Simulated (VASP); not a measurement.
Runs of VASP 6.6.1 on PtS2. The cell holds a slab with vacuum, 12 atoms: a = 3.566 Å, b = 3.566 Å, c = 35.404 Å, α = 90.00°, β = 90.00°, γ = 120.00°. 

```csv
task,level,potentials or basis,spin,cell,cutoff (eV),dipole correction,gap on the mesh (eV),largest force (eV/Å)
relaxation of cell and atoms,PBE+D3(BJ),"VASP PAW PBE potentials, release 64 (S, Pt)",off,relaxed,600,-,0.54,-
band structure,LDA,"VASP PAW LDA potentials, release 64 (S, Pt)",off,"P-3m1, 32.5 Å³/atom",520,yes,0.46,0.51
band structure,PBE+D3(BJ),"VASP PAW PBE potentials, release 64 (S, Pt)","SOC, no magnetisation","P-3m1, 32.5 Å³/atom",520,yes,-,(a)
band structure,PBE+D3(BJ),"VASP PAW PBE potentials, release 64 (S, Pt)",off,"P-3m1, 32.5 Å³/atom",520,yes,0.54,-
```

Alike in all rows: k mesh 12 × 12 × 1; smearing gaussian 0.03 eV.

Estimate the missing entries.

(a) 0.04.

Caveats: spin-orbit coupling is left out, which moves the levels of the heavy elements (some runs).

A k mesh can miss the band edges, and rows without SOC leave out spin-orbit coupling on Pt.
